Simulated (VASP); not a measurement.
OSZICAR of a VASP run on KZnF3 (cubic perovskite):

### OSZICAR
```
       N       E                     dE             d eps       ncg     rms          rms(c)
DAV:   1     0.448849460961E+03    0.44885E+03   -0.22635E+04  1000   0.205E+03
DAV:   2     0.109388825462E+02   -0.43791E+03   -0.42886E+03  1176   0.506E+02
DAV:   3    -0.242909925293E+02   -0.35230E+02   -0.35093E+02  1243   0.154E+02
DAV:   4    -0.251158025493E+02   -0.82481E+00   -0.82399E+00  1607   0.220E+01
DAV:   5    -0.251246840437E+02   -0.88815E-02   -0.88763E-02  1384   0.176E+00    0.126E+01
DAV:   6    -0.231250522325E+02    0.19996E+01   -0.74148E+00  1507   0.397E+01    0.834E+00
DAV:   7    -0.231485850634E+02   -0.23533E-01   -0.12890E+00  1062   0.807E+00    0.518E+00
DAV:   8    -0.231388072342E+02    0.97778E-02   -0.50774E-01  1389   0.143E+01    0.151E+00
DAV:   9    -0.231116269811E+02    0.27180E-01   -0.71405E-02  1551   0.757E+00    0.693E-01
DAV:  10    -0.231056956601E+02    0.59313E-02   -0.83949E-02  1441   0.746E+00    0.243E-01
DAV:  11    -0.231056068442E+02    0.88816E-04   -0.11259E-02  1219   0.117E+00    0.118E-01
DAV:  12    -0.231056351633E+02   -0.28319E-04   -0.52669E-04  1183   0.212E-01    0.975E-02
DAV:  13    -0.231054740750E+02    0.16109E-03   -0.88631E-04  1529   0.956E-01    0.110E-02
DAV:  14    -0.231054861961E+02   -0.12121E-04   -0.13720E-04  1076   0.120E-01    0.123E-02
DAV:  15    -0.231054842010E+02    0.19951E-05   -0.64109E-06  1504   0.275E-02    0.556E-03
DAV:  16    -0.231054839403E+02    0.26074E-06   -0.83050E-07  1079   0.739E-03    0.327E-03
DAV:  17    -0.231054837922E+02    0.14811E-06   -0.11115E-06  1179   0.899E-03    0.830E-04
DAV:  18    -0.231054837910E+02    0.11642E-08   -0.71963E-08   554   0.299E-03
   1 F= -.23105484E+02 E0= -.23105484E+02  d E =0.000000E+00
```

**Question.** Which electronic solver shows in the log?

**Answer.** It is blocked Davidson (ALGO = Normal, or the opening steps of other solvers). The INCAR had ALGO = Normal.

**Question.** Can the final energy be trusted as converged?

**Answer.** The run converged. It stopped with EDIFF = 1E-7, NELM = 100 (LDA (Ceperley-Alder, Perdew-Zunger), plane waves, VASP's LDA PAW potentials (set 64)).

The compound is KZnF3 in the cubic perovskite structure. It was relaxed first, which changed the volume by -5 %.
